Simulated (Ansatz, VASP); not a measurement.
# Cross-check of Mg2Sb2Se5 between VASP and Ansatz

Wanted: the spread between two codes on one cell, functional and k mesh. The cell is invented: As first built, before any earlier steps moved the atoms (in the runner's words): it takes the Mg2Al2Se5 structure with some of its atoms replaced by other elements, volume scaled by an estimate. It may not be a known or stable phase. The structure shown is frame 120 of VASP's trajectory.

Main program and level: Ansatz 0.2.0; plane waves, with VASP 6.6.1 beside it; single point at PBE.

### 1. Set-up

The cell holds 36 atoms: 8 Sb, 20 Se and 8 Mg. Cell: a = 8.733 Å, b = 8.733 Å, c = 17.978 Å, α = 90.0°, β = 90.0°, γ = 120.0°. It derives from Mg2Sb2Se5. As first built, before any earlier steps moved the atoms (in the runner's words): sites of the Mg2Al2Se5 structure (space group 164) filled with other elements, volume scaled by an estimate.

### 2. VASP: dynamics, PBE

This run makes the geometry at which the two programs are then compared.

Lines of VASP's logs that name or quote its potential files are left out, and so is its time.

INCAR reads:

```
SYSTEM = Mg2Sb2Se5
PREC = Normal
ENCUT = 220
EDIFF = 1E-04
NELM = 120
ISMEAR = -1
SIGMA = 0.0259
LREAL = Auto
ALGO = VeryFast
GGA = PE
LWAVE = .FALSE.
LCHARG = .FALSE.
NCORE = 4
IBRION = 0
NSW = 120
POTIM = 2
TEBEG = 300
TEEND = 300
ISYM = 0
ISIF = 2
NELMIN = 4
MAXMIX = 40
NBLOCK = 1
RANDOM_SEED = 801915 0 0
NWRITE = 1
MDALGO = 2
SMASS = 1
```

POSCAR reads:

```
Mg2Sb2Se5
   1.00000000000000
     8.7333125507999991    0.0000000000000000    0.0000000000000000
    -4.3666562754999996    7.5632709173999997    0.0000000000000000
     0.0000000000000000    0.0000000000000000   17.9776409376999986
  Sb              Se              Mg
     8    20     8
Direct
     0.2430671265290737    0.0836590435828133    0.2214824918959007
     0.6755569963455860    0.9893748577176595    0.1082570755531201
     0.6661430587598673    0.6166775387083663    0.1754123236844086
     0.0657374162692163    0.6633014579233680    0.9853963850460986
     0.8529618813847137    0.3741065984090367    0.8731182411450245
     0.5803222523772420    0.7700548393961724    0.8921151213765375
     0.9981771008737592    0.9460527520697924    0.8214788756908644
     0.5514923339027596    0.5674603295305599    0.7468728019360259
     0.2430668822900920    0.4991328511126402    0.9488181851673185
     0.3075860970558346    0.8645195894495135    0.1146593812088314
     0.7058327243665761    0.3312338835334954    0.1803356509382180
     0.6318559474773747    0.8725789471185477    0.2447974309586662
     0.5761784988156290    0.4267395134228101    0.8742141494660093
     0.1803277094040256    0.7796396864032001    0.8528069507506854
     0.5628056380137376    0.0772025966526692    0.8778656324354323
     0.9657387712978266    0.9078618585092144    0.1285908054982115
     0.3971292344055543    0.9499313083467439    0.5694555036397996
     0.8528819963083552    0.8795091935198461    0.6918481019838177
     0.2385410956844982    0.2759062532716797    0.7538927337357541
     0.1342215268393828    0.3905735060683694    0.6488678334697860
     0.0670874609976699    0.0662984891818812    0.4657647185980613
     0.1303367584383700    0.8007033514231039    0.3189377112280332
     0.1613683273247139    0.3573523499218134    0.2560131840200963
     0.3993618705154184    0.3920448708206916    0.4676944015234412
     0.7183129157630462    0.7171385366107607    0.4692567753958545
     0.6798452544923366    0.2621426847624981    0.3597473049082574
     0.0182822048409168    0.5275083819867022    0.5007384031884931
     0.5929037738915820    0.3396469459118761    0.6558482539101096
     0.3377516869303321    0.6253858031912719    0.5536500908286978
     0.2671588336640539    0.1870805467946598    0.5908627197747032
     0.8262263144450650    0.6106385755710548    0.5929199415813812
     0.5984705243211687    0.2668356335778526    0.4971285663641205
     0.1771103787589654    0.8463493873556046    0.4654027211501865
     0.2874679725970780    0.6850878121035880    0.2197836285908341
     0.9770301475513806    0.2777257406186442    0.3786762619637827
     0.7731578887131123    0.6040437365339357    0.3475287094720413

 -0.17412090E-02  0.81899129E-03  0.69541276E-03
  0.41872377E-03  0.53283891E-03  0.27859720E-02
  0.75114116E-04 -0.21671089E-02 -0.16739052E-03
  0.11073310E-02  0.16345708E-02 -0.25279641E-02
  0.24067060E-02 -0.17945520E-02 -0.56539101E-03
  0.39669714E-03  0.30098498E-02  0.39809157E-03
 -0.28107094E-02  0.26169734E-02 -0.83400472E-04
 -0.35251663E-02 -0.14351090E-02 -0.64796619E-03
 -0.21754828E-02 -0.71983755E-03 -0.18272079E-02
 -0.15997554E-02  0.18423084E-02  0.25262875E-02
 -0.15230795E-02 -0.32621600E-02  0.19808061E-02
 -0.14255066E-02  0.82145395E-03 -0.40077834E-02
  0.89724758E-03  0.14710031E-02  0.36085500E-02
  0.34316403E-02 -0.18393485E-02 -0.53921477E-03
 -0.15396984E-02  0.69155994E-05 -0.15687036E-02
  0.13913311E-02  0.27177406E-02  0.19641270E-02
 -0.71939829E-03 -0.10328669E-02 -0.29827149E-02
 -0.14149096E-03  0.74966073E-03  0.32502119E-02
  0.18062447E-02 -0.12506598E-03 -0.85622548E-03
 -0.29735804E-02 -0.32826916E-02  0.60099518E-03
  0.11862609E-02 -0.13434966E-02  0.17636700E-02
 -0.26566137E-03 -0.31647242E-02 -0.20939328E-02
  0.26256786E-02 -0.50519629E-04  0.63698990E-04
 -0.15213952E-02  0.18893675E-02 -0.86308037E-03
 -0.61113061E-03 -0.11052476E-03 -0.35782077E-04
  0.16821525E-02 -0.16562903E-03  0.31483376E-02
  0.31205378E-02  0.70808746E-03 -0.22643325E-02
 -0.12426539E-02  0.22998483E-03  0.11829692E-02
  0.27929191E-02 -0.20279294E-03 -0.29112055E-02
  0.28370487E-03 -0.28342608E-02 -0.34168533E-02
  0.18959930E-02 -0.18163836E-02 -0.46289960E-02
  0.47188685E-02 -0.23695068E-02 -0.24881110E-02
  0.11339335E-02  0.11373437E-02  0.29511751E-02
  0.16449500E-02 -0.61321874E-03  0.19351453E-02
  0.12584023E-03  0.73888556E-02 -0.20735497E-02
  0.44935245E-02 -0.16619623E-02  0.12858442E-02

           1
   2.00000000000000
  0.10000000E+01  0.00000000E+00  0.00000000E+00  0.00000000E+00
  0.24277666E+00  0.83875614E-01  0.22155986E+00
  0.67572334E+00  0.98951576E+00  0.10856701E+00
  0.66587373E+00  0.61610448E+00  0.17539370E+00
  0.66207124E-01  0.66373370E+00  0.98511515E+00
  0.85327576E+00  0.37363205E+00  0.87305534E+00
  0.58081106E+00  0.77085075E+00  0.89215941E+00
  0.99787944E+00  0.94674477E+00  0.82146960E+00
  0.55049529E+00  0.56708084E+00  0.74680072E+00
  0.24247350E+00  0.49894250E+00  0.94861491E+00
  0.30746333E+00  0.86500676E+00  0.11494043E+00
  0.70505261E+00  0.33037125E+00  0.18055601E+00
  0.63163811E+00  0.87279617E+00  0.24435157E+00
  0.57657847E+00  0.42712850E+00  0.87461560E+00
  0.18087039E+00  0.77915330E+00  0.85274696E+00
  0.56245395E+00  0.77204425E-01  0.87769112E+00
  0.96641673E+00  0.90858053E+00  0.12880931E+00
  0.39682792E+00  0.94965818E+00  0.56912368E+00
  0.85294871E+00  0.87970743E+00  0.69220969E+00
  0.23893820E+00  0.27587318E+00  0.75379748E+00
  0.13310652E+00  0.38970544E+00  0.64893469E+00
  0.67181490E-01  0.65943221E-01  0.46596093E+00
  0.12985749E+00  0.79986648E+00  0.31870476E+00
  0.16196295E+00  0.35733899E+00  0.25602027E+00
  0.39926327E+00  0.39254449E+00  0.46759838E+00
  0.71815835E+00  0.71710931E+00  0.46925279E+00
  0.68020858E+00  0.26209889E+00  0.36009756E+00
  0.19090455E-01  0.52769563E+00  0.50048650E+00
  0.59264960E+00  0.33970776E+00  0.65597986E+00
  0.33836448E+00  0.62533218E+00  0.55332622E+00
  0.26684906E+00  0.18633107E+00  0.59048260E+00
  0.82642035E+00  0.61015826E+00  0.59240497E+00
  0.59923789E+00  0.26620905E+00  0.49685177E+00
  0.17752044E+00  0.84665014E+00  0.46573104E+00
  0.28776360E+00  0.68492566E+00  0.21999891E+00
  0.97803591E+00  0.27967962E+00  0.37844558E+00
  0.77396720E+00  0.60360425E+00  0.34767176E+00
 -0.29612797E-03  0.21500165E-03  0.75564986E-04
  0.17022319E-03  0.14067876E-03  0.30189510E-03
 -0.26906030E-03 -0.56198889E-03 -0.14278062E-04
  0.46984909E-03  0.43959041E-03 -0.28184558E-03
  0.29803130E-03 -0.49228050E-03 -0.60517386E-04
  0.48524867E-03  0.79702310E-03  0.41360308E-04
 -0.29019616E-03  0.69170367E-03 -0.78669187E-05
 -0.99721226E-03 -0.39215584E-03 -0.71961946E-04
 -0.60072929E-03 -0.20164376E-03 -0.19952538E-03
 -0.12905080E-03  0.45318408E-03  0.28995467E-03
 -0.77357348E-03 -0.84791304E-03  0.22277334E-03
 -0.21696326E-03  0.19305829E-03 -0.44793353E-03
  0.38391388E-03  0.38337086E-03  0.39303002E-03
  0.54387825E-03 -0.48390867E-03 -0.52944246E-04
 -0.31716140E-03  0.27097876E-04 -0.17653083E-03
  0.67934856E-03  0.72146919E-03  0.22228538E-03
 -0.31465147E-03 -0.28682034E-03 -0.33130013E-03
  0.54245386E-04  0.20328448E-03  0.35955657E-03
  0.42779444E-03 -0.15477363E-04 -0.93692879E-04
 -0.11046311E-02 -0.85143754E-03  0.64952234E-04
  0.10941456E-03 -0.36196333E-03  0.19416309E-03
 -0.47887784E-03 -0.83220031E-03 -0.22462029E-03
  0.59463441E-03 -0.52872410E-05  0.81663008E-05
 -0.80572613E-04  0.48587411E-03 -0.92224339E-04
 -0.15974678E-03 -0.42731564E-04 -0.13854401E-04
  0.35895458E-03 -0.45456677E-04  0.34661027E-03
  0.81938439E-03  0.21534192E-03 -0.25536366E-03
 -0.26658406E-03  0.65949111E-04  0.13466767E-03
  0.59417543E-03 -0.41414959E-04 -0.30956469E-03
 -0.28381708E-03 -0.76298207E-03 -0.39277105E-03
  0.14038329E-03 -0.55086025E-03 -0.49878039E-03
  0.73374488E-03 -0.58348002E-03 -0.27799547E-03
  0.41435918E-03  0.26865742E-03  0.35947542E-03
  0.32487768E-03 -0.89892551E-04  0.15964442E-03
  0.97944950E-03  0.19386043E-02 -0.23879744E-03
  0.77708179E-03 -0.39064174E-03  0.15609570E-03
  0.00000000E+00  0.00000000E+00  0.00000000E+00
  0.00000000E+00  0.00000000E+00  0.00000000E+00
  0.00000000E+00  0.00000000E+00  0.00000000E+00
  0.00000000E+00  0.00000000E+00  0.00000000E+00
  0.00000000E+00  0.00000000E+00  0.00000000E+00
  0.00000000E+00  0.00000000E+00  0.00000000E+00
  0.00000000E+00  0.00000000E+00  0.00000000E+00
  0.00000000E+00  0.00000000E+00  0.00000000E+00
  0.00000000E+00  0.00000000E+00  0.00000000E+00
  0.00000000E+00  0.00000000E+00  0.00000000E+00
  0.00000000E+00  0.00000000E+00  0.00000000E+00
  0.00000000E+00  0.00000000E+00  0.00000000E+00
  0.00000000E+00  0.00000000E+00  0.00000000E+00
  0.00000000E+00  0.00000000E+00  0.00000000E+00
  0.00000000E+00  0.00000000E+00  0.00000000E+00
  0.00000000E+00  0.00000000E+00  0.00000000E+00
  0.00000000E+00  0.00000000E+00  0.00000000E+00
  0.00000000E+00  0.00000000E+00  0.00000000E+00
  0.00000000E+00  0.00000000E+00  0.00000000E+00
  0.00000000E+00  0.00000000E+00  0.00000000E+00
  0.00000000E+00  0.00000000E+00  0.00000000E+00
  0.00000000E+00  0.00000000E+00  0.00000000E+00
  0.00000000E+00  0.00000000E+00  0.00000000E+00
  0.00000000E+00  0.00000000E+00  0.00000000E+00
  0.00000000E+00  0.00000000E+00  0.00000000E+00
  0.00000000E+00  0.00000000E+00  0.00000000E+00
  0.00000000E+00  0.00000000E+00  0.00000000E+00
  0.00000000E+00  0.00000000E+00  0.00000000E+00
  0.00000000E+00  0.00000000E+00  0.00000000E+00
  0.00000000E+00  0.00000000E+00  0.00000000E+00
  0.00000000E+00  0.00000000E+00  0.00000000E+00
  0.00000000E+00  0.00000000E+00  0.00000000E+00
  0.00000000E+00  0.00000000E+00  0.00000000E+00
  0.00000000E+00  0.00000000E+00  0.00000000E+00
  0.00000000E+00  0.00000000E+00  0.00000000E+00
  0.00000000E+00  0.00000000E+00  0.00000000E+00
```

KPOINTS reads:

```
Automatic mesh
0
Gamma
1 1 1
0 0 0
```

Potentials, in the order of the species: Sb, Se and Mg (PBE family, release 64).

On the command line:

```sh
$ mpirun -np 4 vasp_gam
```

Numbers of over 12 decimals in the logs are rounded to 6 here.

The program printed:

```text
[banner, memory and clock lines left out]
running    4 mpi-ranks, on    1 nodes
[...]
LDA part: xc-table for (Slater+PW92), standard interpolation
 POSCAR, INCAR and KPOINTS ok, starting setup
[...]
prediction of wavefunctions initialized - no I/O
 entering main loop
       N       E                     dE             d eps       ncg     rms          rms(c)
RMM:   1     0.163507220493E+04    0.16351E+04   -0.34427E+04   107   0.608E+02
RMM:   2     0.504152915007E+03   -0.11309E+04   -0.11719E+04   107   0.174E+02
RMM:   3     0.139857642375E+03   -0.36430E+03   -0.44606E+03   107   0.108E+02
RMM:   4    -0.103597123087E+02   -0.15022E+03   -0.15474E+03   107   0.772E+01
[...]
RMM:  20    -0.132489589654E+03   -0.10297E-02   -0.16243E-03   219   0.871E-02    0.562E-02
RMM:  21    -0.132489901274E+03   -0.31162E-03   -0.71482E-04   193   0.543E-02    0.201E-02
RMM:  22    -0.132489955598E+03   -0.54323E-04   -0.19762E-04   132   0.243E-02
[...]
110 T=   279. E= -.12812823E+03 F= -.13393945E+03 E0= -.13393828E+03  EK= 0.12633E+01 SP= 0.45E+01 SK= 0.37E-01
    111 T=   280. E= -.12812826E+03 F= -.13392547E+03 E0= -.13392427E+03  EK= 0.12649E+01 SP= 0.45E+01 SK= 0.38E-01
    112 T=   279. E= -.12812826E+03 F= -.13390878E+03 E0= -.13390754E+03  EK= 0.12641E+01 SP= 0.45E+01 SK= 0.39E-01
    113 T=   279. E= -.12812822E+03 F= -.13388962E+03 E0= -.13388834E+03  EK= 0.12611E+01 SP= 0.45E+01 SK= 0.41E-01
    114 T=   278. E= -.12812820E+03 F= -.13386834E+03 E0= -.13386702E+03  EK= 0.12561E+01 SP= 0.44E+01 SK= 0.42E-01
    115 T=   276. E= -.12812820E+03 F= -.13384542E+03 E0= -.13384405E+03  EK= 0.12497E+01 SP= 0.44E+01 SK= 0.43E-01
    116 T=   275. E= -.12812819E+03 F= -.13382135E+03 E0= -.13381993E+03  EK= 0.12422E+01 SP= 0.44E+01 SK= 0.45E-01
    117 T=   273. E= -.12812815E+03 F= -.13379660E+03 E0= -.13379514E+03  EK= 0.12343E+01 SP= 0.44E+01 SK= 0.46E-01
    118 T=   271. E= -.12812813E+03 F= -.13377178E+03 E0= -.13377028E+03  EK= 0.12266E+01 SP= 0.44E+01 SK= 0.48E-01
    119 T=   270. E= -.12812811E+03 F= -.13374743E+03 E0= -.13374588E+03  EK= 0.12195E+01 SP= 0.43E+01 SK= 0.50E-01
    120 T=   268. E= -.12812814E+03 F= -.13372407E+03 E0= -.13372249E+03  EK= 0.12136E+01 SP= 0.43E+01 SK= 0.52E-01
[...]
prediction of wavefunctions
 wavefunctions rotated
```

Parts of OUTCAR (step 2):

```text
  Total       -4.6283856    -10.0605870    -10.5660032     -2.0551763      2.5937693      3.2627406
  in kB       -6.2448031    -13.5741468    -14.2560745     -2.7729262      3.4996174      4.4022202
  external PRESSURE =     -11.3583415 kB  Pullay stress =       0.0000000 kB

 POSITION                                       TOTAL-FORCE (eV/Angst)
 -----------------------------------------------------------------------------------
      1.74048      0.51015      4.01737         0.194671      0.232087      0.199638
      5.80748      0.02974      2.16013        -0.039069     -0.059468      1.011092
      3.08551      4.69114      3.24994         0.406702     -0.652955     -0.399878
     -1.98934      4.94691     17.38139        -0.464473      0.034639     -0.056426
      5.75758      3.00919     15.46658        -0.407622      0.159833      0.304922
      1.69498      6.28356     16.40168        -0.153108     -0.465012     -0.095716
      4.31762      7.17267     14.82226         0.465498     -0.212261     -0.450957
      2.12786      4.22747     13.47897         0.161990      0.194659      0.208289
      0.05837      3.89415     16.17325         0.668068     -0.055358     -0.040462
     -1.19020      6.66521      2.08321         0.322092      0.123335      0.405934
      4.49727      2.41256      3.37355        -0.147716     -0.319308     -0.242727
      1.64191      6.49633      4.59986         0.155836      1.195547     -0.634439
      3.16046      3.67001     16.10526         0.166237      0.143195     -0.721436
     -1.93903      5.94733     14.97441        -0.656371      0.173809      0.346796
[...]
-----------------------------------------------------------------------------------
    total drift:                                0.009425     -0.009521      0.005940

  FREE ENERGIE OF THE ION-ELECTRON SYSTEM (eV)
  ---------------------------------------------------
  free  energy   TOTEN  =      -133.7240741240 eV

  energy  without entropy=     -133.7209118803  energy(sigma->0) =     -133.72249300

[... 3 further parts left out ...]
[key lines of the parts left out:]
E-fermi :   1.9151
```

(Continued in part 2 of 2.)

[Lines on the potential files, build, host, timing and source positions are cut from VASP's logs without a mark.]

[Logs are printed without paths, hosts, clocks, repeated set-up lines and the standing remarks that a program may print on its own settings, such as how far it seeks lower states.]

[Hosts, paths, dates, database ids (printed as entryN), source tags and the programs' standing remarks are cut or masked in the printed files.]
